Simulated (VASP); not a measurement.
# BaMg2Tl2 (P-3m1) in VASP: notebook, part 2 of 2

VASP 6.6.1. The steps go on from the part before.

**4. Relaxation of cell and atoms, r2SCAN**

This run uses another cell than the first one, of 32.07 Å³/atom, 0.943 times its volume.

POSCAR

```
BaMg2Tl2
1.0
    2.3918050000      4.1427240000      0.0000000000
   -2.3918050000      4.1427240000      0.0000000000
    0.0000000000      0.0000000000      8.0907970000
Tl Mg Ba
2 2 1
Direct
    0.3333000000      0.3334000000      0.2641000000
    0.6667000000      0.6666000000      0.7359000000
    0.3333000000      0.3334000000      0.6274000000
    0.6667000000      0.6666000000      0.3726000000
    0.0000000000      0.0000000000      0.0000000000
```

INCAR.step1

```
SYSTEM = BaMg2Tl2
PREC = Accurate ; ENCUT = 600
ISMEAR = -1 ; SIGMA = 0.0816
LREAL = .False. ; LASPH = .True.
NELM = 100 ; GGA = PE
ALGO = Normal ; EDIFF = 1E-4
LWAVE = .True. ; LCHARG = .False.
```

INCAR.step2

```
SYSTEM = BaMg2Tl2
PREC = Accurate ; ENCUT = 600
EDIFF = 1E-7 ; ISMEAR = -1
SIGMA = 0.0816 ; LREAL = .False.
LASPH = .True. ; NELM = 100
ALGO = Normal ; ISIF = 3
LWAVE = .False. ; LCHARG = .False.
METAGGA = R2SCAN ; LMIXTAU = .True.
IBRION = 2 ; NSW = 60
EDIFFG = -0.01 ; ISTART = 1
```

KPOINTS

```
Automatic mesh
0
Gamma
  4 4 3
  0 0 0
```

Potentials or basis: VASP PAW PBE potentials, release 64 (Tl_d, Mg, Ba_sv).

On the command line:

```bash
cat potpaw_PBE.64/Tl_d/POTCAR potpaw_PBE.64/Mg/POTCAR potpaw_PBE.64/Ba_sv/POTCAR > POTCAR
cp INCAR.step1 INCAR
mpirun -np 1 vasp_std > vasp.out
cp INCAR.step2 INCAR
mpirun -np 1 vasp_std > vasp.out
```

OUTCAR:

```text
SYSTEM = BaMg2Tl2
   PREC = Accurate
   ENCUT = 600
   EDIFF = 1E-7
   ISMEAR = -1
   LREAL = .False.
   LASPH = .True.
   NELM = 100
   ISIF = 3
   METAGGA = R2SCAN
   IBRION = 2
   NSW = 60
   EDIFFG = -0.01
   ISTART = 1

 ion  position               nearest neighbor table
   1  0.333  0.333  0.264-   4 2.90   4 2.90   4 2.90   3 2.94   5 3.49   5 3.49   5 3.49
   2  0.667  0.667  0.736-   3 2.90   3 2.90   3 2.90   4 2.94   5 3.49   5 3.49   5 3.49
   3  0.333  0.333  0.627-   2 2.90   2 2.90   2 2.90   1 2.94   4 3.45   4 3.45   4 3.45   5 4.09
                             5 4.09   5 4.09
   4  0.667  0.667  0.373-   1 2.90   1 2.90   1 2.90   2 2.94   3 3.45   3 3.45   3 3.45   5 4.09
                             5 4.09   5 4.09
   5  0.000  0.000  0.000-   2 3.49   1 3.49   2 3.49   1 3.49   2 3.49   1 3.49   3 4.09   4 4.09
                             4 4.09   3 4.09   4 4.09   3 4.09

  LATTYP: Found a hexagonal cell.
 ALAT       =     4.7836067249
 C/A-ratio  =     1.6913591491

  Lattice vectors:

 A1 = (   2.3918050000,  -4.1427240000,   0.0000000000)
 A2 = (   2.3918050000,   4.1427240000,   0.0000000000)
 A3 = (   0.0000000000,   0.0000000000,   8.0907970000)
[... 176 lines left out ...]

------------------------ aborting loop because EDIFF is reached ----------------------------------------

  FORCE on cell =-STRESS in cart. coord.  units (eV):
  Direction    XX          YY          ZZ          XY          YZ          ZX
  --------------------------------------------------------------------------------------
  -------------------------------------------------------------------------------------
  Total        1.6825597      1.6861429      2.4349778      0.0031058      0.0006697     -0.0011600
  in kB       16.8131076     16.8489128     24.3317040      0.0310349      0.0066920     -0.0115913
  external PRESSURE =      19.3312415 kB  Pullay stress =       0.0000000 kB
[... 98 lines left out ...]
  FREE ENERGIE OF THE ION-ELECTRON SYSTEM (eV)
  ---------------------------------------------------
  free  energy   TOTEN  =      -141.8307255879 eV

  energy  without entropy=     -141.7538439179  energy(sigma->0) =     -141.79228475

[... ionic steps 4 to 21 ...]

--------------------------------------- Ionic step       22  -------------------------------------------

 number of electron      40.0000004 magnetization

------------------------ aborting loop because EDIFF is reached ----------------------------------------
[... 73 lines left out ...]
--------------------------------------- Ionic step       24  -------------------------------------------

 number of electron      40.0000004 magnetization

 Free energy of the ion-electron system (eV)
  ---------------------------------------------------
  ext. energy  EPLUGINS =         0.00000000
  ---------------------------------------------------
  free energy    TOTEN  =      -141.86716333 eV

  energy without entropy =     -141.79580973  energy(sigma->0) =     -141.83148653

 E-fermi :   3.1277     XC(G=0):  -9.0652

 val. band max:        3.0519441538   @ k =  -0.0000   0.2500   0.3333
 cond. band min:       3.2301161183   @ k =   0.5000   0.2500   0.3333
 fundamental gap:      0.1781719644
 Fermi energy:         3.1277059945

 k-point     1 :       0.0000    0.0000    0.0000
  band No.  band energies     occupation
      1     -26.1916      2.00000
      2     -11.0471      2.00000
      3     -10.9229      2.00000
      4     -10.9228      2.00000
      5      -8.8581      2.00000
      6      -8.8580      2.00000
[... 480 lines left out ...]
  FREE ENERGIE OF THE ION-ELECTRON SYSTEM (eV)
  ---------------------------------------------------
  free  energy   TOTEN  =      -141.8671633281 eV

  energy  without entropy=     -141.7958097288  energy(sigma->0) =     -141.83148653

 reached required accuracy - stopping structural energy minimisation
```

OUTCAR.step1:

```text
SYSTEM = BaMg2Tl2
   PREC = Accurate
   ENCUT = 600
   ISMEAR = -1
   LREAL = .False.
   LASPH = .True.
[... 686 lines left out ...]
     -0.00024      2.76195      5.07617         0.001322     -0.000763     -0.034266
      0.00024      5.52349      3.01463        -0.001322      0.000763      0.034266
      0.00000      0.00000      0.00000         0.000000      0.000000      0.000000
 -----------------------------------------------------------------------------------
    total drift:                               -0.000000     -0.000000      0.000000

  FREE ENERGIE OF THE ION-ELECTRON SYSTEM (eV)
  ---------------------------------------------------
  free  energy   TOTEN  =        -9.7355007438 eV

  energy  without entropy=       -9.6523870302  energy(sigma->0) =       -9.69394389
```

It took 52 min on 1 thread of Intel Xeon 6975P-C (Granite Rapids), shared host; peak memory 0.42 GiB.

What came out:

| Quantity | Value |
| --- | --- |
| Free energy | -141.8672 eV |
| Relaxed volume | 33.77 Å³/atom |
| Relaxed cell | a = 4.706 Å, b = 4.705 Å, c = 8.807 Å, α = 90.01°, β = 90.00°, γ = 59.99° |
| Space group after relaxing (to 0.05 Å) | P-3m1 (No. 164) |
| Energy gained by relaxing | 19.7 meV/atom |
| Ionic steps | 24 |
| Pressure after relaxing | 0.0 GPa |
| Largest force after relaxing | 0.008 eV/Å |
| Band gap on the k mesh | none (metal or under the smearing width) |

Forces in eV/Å, atoms in the order of the input:
```
Tl   0.000  0.000 -0.008
Tl   0.000  0.000  0.008
Mg   0.000  0.000 -0.002
Mg   0.000  0.000  0.002
Ba   0.000  0.000  0.000
```

The path:
```
step  energy change (eV)  largest force (eV/Å)  pressure (GPa)  volume (Å³)
   1              0.0000                0.1432            1.93       160.34
   2             -0.0614                0.1563            0.11       169.48
   3             -0.0621                0.1577           -0.10       170.72
   4             -0.0674                0.1340           -0.09       170.69
   5             -0.0792                0.0720           -0.07       170.58
   6             -0.0798                0.1289            0.00       170.24
   7             -0.0838                0.0753           -0.04       170.44
   8             -0.0838                0.0757           -0.04       170.43
   9             -0.0854                0.0622            0.03       169.96
  10             -0.0879                0.0727            0.25       168.58
  11             -0.0885                0.0723            0.22       168.68
  12             -0.0903                0.0698            0.16       168.97
  13             -0.0931                0.0653            0.03       169.53
  14             -0.0953                0.0532           -0.22       170.66
  15             -0.0966                0.0449           -0.19       170.29
  16             -0.0974                0.0412           -0.11       169.52
  17             -0.0975                0.0404           -0.13       169.63
  18             -0.0980                0.0332           -0.04       169.16
  19             -0.0982                0.0284            0.01       168.84
  20             -0.0981                0.0278            0.12       168.22
  21             -0.0982                0.0277            0.04       168.65
  22             -0.0984                0.0201            0.03       168.73
  23             -0.0985                0.0121            0.01       168.82
  24             -0.0985                0.0081            0.00       168.86
```

Final structure:
```
CELL_PARAMETERS angstrom
2.35298 4.07547 0.00000
-2.35183 4.07481 -0.00049
0.00081 -0.00047 8.80743
ATOMIC_POSITIONS crystal
Tl 0.33332 0.33335 0.26527
Tl 0.66668 0.66665 0.73473
Mg 0.33329 0.33342 0.61024
Mg 0.66671 0.66658 0.38976
Ba 0.00000 0.00000 0.00000
```

Caveat: the k mesh is coarse (spacing up to 0.38 Å⁻¹), so the values aren't converged; the PAW data sets were made with another functional, which shifts forces and pressure a little. Spin-orbit coupling is left out, which matters for the levels of Ba, Tl.

**5. The runs side by side**

| task | cell | cutoff (eV) | smearing | gap on the mesh (eV) | pressure (GPa) | largest force (eV/Å) |
| --- | --- | --- | --- | --- | --- | --- |
| single point | P-3m1, 33.99 Å³/atom | 520 | tetrahedron | none | 0.0 | 0.02 |
| single point | P-3m1, 33.74 Å³/atom | 520 | fermi-dirac 0.0816 eV | none | 0.0 | 0.04 |
| relaxation of cell and atoms | relaxed | 600 | fermi-dirac 0.0816 eV | none | 0.0 | 0.01 |

Alike in all rows: level r2SCAN; potentials or basis VASP PAW PBE potentials, release 64 (Tl_d, Mg, Ba_sv); no spin polarisation; k mesh 4 × 4 × 3; the mesh is coarse, so values aren't converged.

Caveats: all runs use coarse meshes; the PAW data sets were made with another functional, which shifts forces and pressure a little.

Total energies depend on the potentials used, so only differences within one code and one set of settings carry meaning.
